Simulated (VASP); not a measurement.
# DyO (F-43m) in VASP: notebook

Runs on DyO. Level: LDA+U. Tasks: single point.

All numbers are computed with VASP 6.6.1; they aren't measurements. Logs are shortened: lines on timing, memory, paths and dates and some standing lists are left out, and cuts for length are marked.

## Step 1: Starting point

It takes space group F-43m (No. 216, cubic). Conventional cell: a = 5.052 Å, b = 5.052 Å, c = 5.052 Å, α = 90.00°, β = 90.00°, γ = 90.00°. Dy (site symmetry -43m) is surrounded by 4 O at 2.19 Å. O (site symmetry -43m) is surrounded by 4 Dy at 2.19 Å.

The cell comes from a database or a generator and needn't be the stable form of this composition.

## Step 2: Single point, LDA+U, collinear spin, ferromagnetic start

Input file INCAR:

```
SYSTEM = DyO
PREC = Accurate ; ENCUT = 520
EDIFF = 1E-6 ; ISMEAR = 0
SIGMA = 0.05 ; LREAL = .False.
LASPH = .True. ; NELM = 150
ALGO = Normal ; ISIF = 2
LWAVE = .False. ; LCHARG = .False.
ISPIN = 2 ; MAGMOM = 5 0
LORBIT = 11 ; NUPDOWN = 2
LMAXMIX = 6 ; LDAU = .True.
LDAUTYPE = 2 ; LDAUL = 3 -1
LDAUU = 8 0 ; LDAUJ = 0 0
LDAUPRINT = 1 ; GGA = CA
NBANDS = 24
```

Input file KPOINTS:

```
regular mesh
0
Gamma
  6 6 6
  0 0 0
```

Input file POSCAR:

```
DyO
1.0
    0.0000000000      2.5261071900      2.5261071900
    2.5261071900      0.0000000000      2.5261071900
    2.5261071900      2.5261071900      0.0000000000
Dy O
1 1
Direct
    0.0000000000      0.0000000000      0.0000000000
    0.2500000000      0.2500000000      0.2500000000
```

Potentials or basis: VASP PAW PBE potentials, release 64 (Dy, O).

Started as:

```
> cat potpaw_PBE.64/Dy/POTCAR potpaw_PBE.64/O/POTCAR > POTCAR
> mpirun -np 1 vasp_std > vasp.out
```

OUTCAR:

```text
SYSTEM = DyO
   PREC = Accurate
   ENCUT = 520
   EDIFF = 1E-6
   ISMEAR = 0
   LREAL = .False.
   LASPH = .True.
   NELM = 150
   ISIF = 2
   ISPIN = 2
   LORBIT = 11
   NUPDOWN = 2
   GGA = CA

 ion  position               nearest neighbor table
   1  0.000  0.000  0.000-   2 2.19   2 2.19   2 2.19   2 2.19
   2  0.250  0.250  0.250-   1 2.19   1 2.19   1 2.19   1 2.19

  LATTYP: Found a face centered cubic cell.
 ALAT       =     5.0522143800

  Lattice vectors:

 A1 = (   0.0000000000,   2.5261071900,   2.5261071900)
 A2 = (   2.5261071900,   0.0000000000,   2.5261071900)
 A3 = (   2.5261071900,   2.5261071900,   0.0000000000)

Analysis of symmetry for initial positions (statically):
=====================================================================
 Subroutine PRICEL returns:
 Original cell was already a primitive cell.

 Routine SETGRP: Setting up the symmetry group for a
 face centered cubic supercell.

 Subroutine GETGRP returns: Found 24 space group operations
 (whereof 24 operations were pure point group operations)
 out of a pool of 48 trial point group operations.

The static configuration has the point symmetry T_d .

Analysis of symmetry for dynamics (positions and initial velocities):
=====================================================================
 Subroutine PRICEL returns:
 Original cell was already a primitive cell.

 Routine SETGRP: Setting up the symmetry group for a
 face centered cubic supercell.

 Subroutine GETGRP returns: Found 24 space group operations
 (whereof 24 operations were pure point group operations)
 out of a pool of 48 trial point group operations.

The dynamic configuration has the point symmetry T_d .

Analysis of structural, dynamic, and magnetic symmetry:
=====================================================================
 Subroutine PRICEL returns:
[... 190 lines left out ...]
  o =  0.9899  v =  0.0003 -0.0000  0.0002 -0.9592 -0.1731  0.0000  0.2235  0.0000  0.0000  0.0000  0.0000  0.0000  0.0000  0.0000      0.0000  0.0000  0.0000  0.0000  0.0000  0.0000  0.0000  0.0000  0.0000  0.0000  0.0000  0.0000  0.0000  0.0000
  o =  0.9920  v = -0.0084 -0.0000  0.0109 -0.0000  0.0310 -0.9991  0.0240  0.0000  0.0000  0.0000  0.0000  0.0000  0.0000  0.0000      0.0000  0.0000  0.0000  0.0000  0.0000  0.0000  0.0000  0.0000  0.0000  0.0000  0.0000  0.0000  0.0000  0.0000
  o =  0.9920  v =  0.0022 -0.0000 -0.0029 -0.0000 -0.7900 -0.0392 -0.6119  0.0000  0.0000  0.0000  0.0000  0.0000  0.0000  0.0000      0.0000  0.0000  0.0000  0.0000  0.0000  0.0000  0.0000  0.0000  0.0000  0.0000  0.0000  0.0000  0.0000  0.0000
  o =  0.9920  v = -0.6123 -0.0000  0.7905  0.0000 -0.0033  0.0136 -0.0026  0.0000  0.0000  0.0000  0.0000  0.0000  0.0000  0.0000      0.0000  0.0000  0.0000  0.0000  0.0000  0.0000  0.0000  0.0000  0.0000  0.0000  0.0000  0.0000  0.0000  0.0000

 number of electron      25.9999999 magnetization       1.9999961

 Free energy of the ion-electron system (eV)
  ---------------------------------------------------
  ext. energy  EPLUGINS =         0.00000000
  ---------------------------------------------------
  free energy    TOTEN  =       -15.49746660 eV

  energy without entropy =      -15.49746660  energy(sigma->0) =      -15.49746660

 E-fermi :   4.0400     XC(G=0): -11.3695

 val. band max:        3.7140730447   @ k =  -0.3333   0.5000   0.1667
 cond. band min:       2.8935736332   @ k =   0.0000   0.0000   0.0000
 fundamental gap:     -0.8204994115
 Fermi energy:         2.2587539494

 spin component 1

 k-point     1 :       0.0000    0.0000    0.0000
  band No.  band energies     occupation
      1     -39.9523      1.00000
      2     -16.2396      1.00000
      3     -16.2396      1.00000
      4     -16.2396      1.00000
      5     -15.0922      1.00000
      6      -1.8589      1.00000
[... 421 lines left out ...]
     23      17.0480      0.00000
     24      17.8875      0.00000
 Fermi energy:         4.0400372534

 spin component 2

 k-point     1 :       0.0000    0.0000    0.0000
  band No.  band energies     occupation
      1     -39.1228      1.00000
      2     -15.6411      1.00000
      3     -15.6411      1.00000
      4     -15.6411      1.00000
      5     -15.2155      1.00000
      6      -1.6359      1.00000
[... 421 lines left out ...]
     23      17.5887      0.00000
     24      17.9781      0.00000

------------------------ aborting loop because EDIFF is reached ----------------------------------------

  FORCE on cell =-STRESS in cart. coord.  units (eV):
  Direction    XX          YY          ZZ          XY          YZ          ZX
  --------------------------------------------------------------------------------------
  -------------------------------------------------------------------------------------
  Total        2.9172212      2.9172212      2.9172212     -0.0000000     -0.0000000      0.0000000
  in kB      144.9755028    144.9755028    144.9755028     -0.0000000     -0.0000000      0.0000000
  external PRESSURE =     144.9755028 kB  Pullay stress =       0.0000000 kB

 VOLUME and BASIS-vectors are now :
 -----------------------------------------------------------------------------
  energy-cutoff  :      520.00
  volume of cell :       32.24
      direct lattice vectors                 reciprocal lattice vectors
     0.000000000  2.526107190  2.526107190    -0.197933010  0.197933010  0.197933010
     2.526107190  0.000000000  2.526107190     0.197933010 -0.197933010  0.197933010
     2.526107190  2.526107190  0.000000000     0.197933010  0.197933010 -0.197933010

 POSITION                                       TOTAL-FORCE (eV/Angst)
 -----------------------------------------------------------------------------------
      0.00000      0.00000      0.00000         0.000000      0.000000      0.000000
      1.26305      1.26305      1.26305        -0.000000     -0.000000     -0.000000
 -----------------------------------------------------------------------------------
    total drift:                                0.000000      0.000000      0.000000

  FREE ENERGIE OF THE ION-ELECTRON SYSTEM (eV)
  ---------------------------------------------------
  free  energy   TOTEN  =       -15.4974666005 eV

  energy  without entropy=      -15.4974666005  energy(sigma->0) =      -15.49746660

 total charge

# of ion       s       p       d       f       tot
--------------------------------------------------
    1        2.095   5.915   0.515   9.771  18.296
    2        1.558   3.483   0.000   0.000   5.041
--------------------------------------------------
tot          3.653   9.398   0.515   9.771  23.338

 magnetization (x)

# of ion       s       p       d       f       tot
--------------------------------------------------
    1       -0.008  -0.034  -0.011   2.132   2.077
    2       -0.002  -0.013   0.000   0.000  -0.015
--------------------------------------------------
tot         -0.011  -0.047  -0.011   2.132   2.062
```

Run time: 66 s. Hardware: 1 thread of AMD EPYC 7R43 (Zen 3), shared host; peak memory 0.13 GiB.

Results:

- Free energy: -15.4975 eV
- Pressure: 14.5 GPa
- Net moment: 2.00 μB per cell
- Site moments: Dy +2.08; O -0.01 μB
- Valence electrons inside the program's atomic spheres: Dy 18.30; O 5.04

Eigenvalues of the final occupation matrices:
```
    site  spin  trace                         eigenvalues
site 1 f     1   5.96  0.01 0.99 0.99 0.99 0.99 0.99 0.99
site 1 f     2   3.83  0.01 0.01 0.01 0.85 0.99 0.99 0.99
```

Caveat: the magnetic or orbital state may not be the lowest; the moment is held away from its start; the PAW data sets were made with another functional, which shifts forces and pressure a little; spin-orbit coupling is left out, which moves the levels of the heavy elements; the total moment is fixed, so each spin has its own Fermi level.

## Step 3: Single point, LDA+U, collinear spin, zero start

Input file INCAR:

```
PREC = Accurate
ENCUT = 520
EDIFF = 1E-6
ISMEAR = 0
SIGMA = 0.05
LREAL = F
LASPH = T
NELM = 100
ALGO = Normal
ISIF = 2
LWAVE = F
LCHARG = F
ISPIN = 2
MAGMOM = 0 0
LORBIT = 11
LMAXMIX = 6
LDAU = T
LDAUTYPE = 2
LDAUL = 3 -1
LDAUU = 3 0
LDAUJ = 0 0
LDAUPRINT = 1
GGA = CA
```

Input file KPOINTS:

```
regular mesh
0
Gamma
  6 6 6
```

POSCAR is that of step 2.

Potentials or basis: VASP PAW PBE potentials, release 64 (Dy, O).

Started as:

```
> cat potpaw_PBE.64/Dy/POTCAR potpaw_PBE.64/O/POTCAR > POTCAR
> mpirun -np 1 vasp_std > vasp.out
```

Run time: 1.9 min. Hardware: 1 thread of AMD EPYC 7R43 (Zen 3), shared host; peak memory 0.13 GiB.

It converged, with:

```yaml
Free_energy: -14.4712 eV
Pressure: 7.1 GPa
Band_gap_on_the_k_mesh: none (metal or under the smearing width)
Net_moment: 0.09 μB per cell
Site_moments: Dy -0.10; O +0.01 μB
Valence_electrons_inside_the_program's_atomic_spheres: Dy 18.07; O 5.03
```

Levels at points of the mesh, in eV from the Fermi level:
Spin up:
```tsv
k point	band 9	band 10	band 11	band 12	band 13	band 14	band 15	band 16	band 17
(0.00, 0.00, 0.00)	-2.81	-2.56	-2.56	-2.56	-0.62	0.10	0.10	0.10	3.98
(0.50, 0.00, 0.00)	-2.64	-2.64	-2.55	-1.86	-0.16	0.22	0.22	1.38	3.76
(0.50, 0.50, 0.00)	-2.73	-2.44	-2.44	-1.77	-0.31	0.18	0.18	0.53	1.76
```
Spin down:
| k point | band 9 | band 10 | band 11 | band 12 | band 13 | band 14 | band 15 | band 16 | band 17 |
| --- | --- | --- | --- | --- | --- | --- | --- | --- | --- |
| (0.00, 0.00, 0.00) | -2.80 | -2.78 | -2.78 | -2.78 | -0.68 | 0.15 | 0.15 | 0.15 | 3.98 |
| (0.50, 0.00, 0.00) | -2.99 | -2.75 | -2.75 | -2.11 | -0.02 | -0.02 | 0.16 | 1.58 | 3.81 |
| (0.50, 0.50, 0.00) | -2.84 | -2.81 | -2.81 | -2.07 | -0.06 | 0.15 | 0.15 | 0.36 | 1.79 |

Eigenvalues of the final occupation matrices:
```tsv
site	spin	trace	eigenvalues
site 1 f	1	4.66	0.25 0.25 0.25 0.93 0.99 0.99 0.99
site 1 f	2	4.84	0.31 0.31 0.31 0.94 0.99 0.99 0.99
```

Caveat: the magnetic or orbital state may not be the lowest; the PAW data sets were made with another functional, which shifts forces and pressure a little; spin-orbit coupling is left out, which moves the levels of the heavy elements.

## Step 4: Single point, LDA+U, collinear spin, random start

Input file INCAR:

```
  PREC = Accurate
  ENCUT = 520
  EDIFF = 1E-6
  ISMEAR = 0
  SIGMA = 0.05
  LREAL = F
  LASPH = T
  NELM = 150
  ALGO = Normal
  ISIF = 2
  LWAVE = F
  LCHARG = F
  ISPIN = 2
  MAGMOM = -3.53 0
  LORBIT = 11
  LMAXMIX = 6
  LDAU = T
  LDAUTYPE = 2
  LDAUL = 3 -1
  LDAUU = 3 0
  LDAUJ = 0 0
  LDAUPRINT = 1
  GGA = CA
  NBANDS = 24
```

KPOINTS is that of step 3.

POSCAR is that of step 3.

Started as:

```
> cat potpaw_PBE.64/Dy/POTCAR potpaw_PBE.64/O/POTCAR > POTCAR
> mpirun -np 1 vasp_std > vasp.out
```

It took 73 s on 1 thread of AMD EPYC 7R43 (Zen 3), shared host; peak memory 0.13 GiB.

The run converged. Its results:

```
Free energy                                           : -17.9663 eV
Pressure                                              : 8.8 GPa
Band gap on the k mesh                                : none (metal or under the smearing width)
Net moment                                            : -4.68 μB per cell
Site moments                                          : Dy -4.59; O +0.01 μB
Valence electrons inside the program's atomic spheres : Dy 18.00; O 5.04
```

Levels at points of the mesh, in eV from the Fermi level:
Spin up:
```
           k point  band 6  band 7  band 8  band 9  band 10  band 11  band 12  band 13  band 14  band 15
(0.00, 0.00, 0.00)   -6.52   -6.52   -6.52   -2.55    -0.33    -0.05    -0.05    -0.05     1.81     1.81
(0.50, 0.00, 0.00)   -5.96   -5.96   -5.82   -1.50    -0.30     0.06     0.06     1.53     1.53     1.56
(0.50, 0.50, 0.00)   -7.25   -4.93   -4.93   -1.42    -0.28     0.01     0.01     0.55     1.55     1.76
```
Spin down:
```tsv
k point	band 12	band 13	band 14	band 15	band 16	band 17	band 18	band 19
(0.00, 0.00, 0.00)	-4.52	-4.48	-4.48	-4.48	-1.50	3.51	3.51	5.99
(0.50, 0.00, 0.00)	-4.74	-4.45	-4.45	-4.17	1.06	3.36	3.36	3.80
(0.50, 0.50, 0.00)	-4.63	-4.23	-4.23	-4.19	-0.16	1.49	5.63	6.26
```

Eigenvalues of the final occupation matrices:
```tsv
site	spin	trace	eigenvalues
site 1 f	1	2.38	0.01 0.01 0.01 0.48 0.48 0.48 0.91
site 1 f	2	6.97	0.99 1.00 1.00 1.00 1.00 1.00 1.00
```

Caveat: the magnetic or orbital state may not be the lowest; the PAW data sets were made with another functional, which shifts forces and pressure a little; spin-orbit coupling is left out, which moves the levels of the heavy elements. The state reached can hang on the start; a lower one may exist.

## Step 5: The runs side by side

```tsv
spin	U	fixed moment (μB)	gap on the mesh (eV)	pressure (GPa)	moment (μB)
collinear, ferromagnetic start	Dy f U = 8 eV	2	-	14.5	2.00
collinear, zero start	Dy f U = 3 eV	-	none	7.1	0.09
collinear, random start	Dy f U = 3 eV	-	none	8.8	4.68
```

Alike in all rows: task single point; level LDA+U; potentials or basis VASP PAW PBE potentials, release 64 (Dy, O); cell as given; k mesh 6 × 6 × 6; cutoff (eV) 520; smearing gaussian 0.05 eV.

Caveats: the magnetic or orbital state may not be the lowest; the PAW data sets were made with another functional, which shifts forces and pressure a little; spin-orbit coupling is left out, which moves the levels of the heavy elements; the moment is held away from its start (some runs); the total moment is fixed, so each spin has its own Fermi level (some runs).

Absolute energies hang on the potentials; compare differences alone.
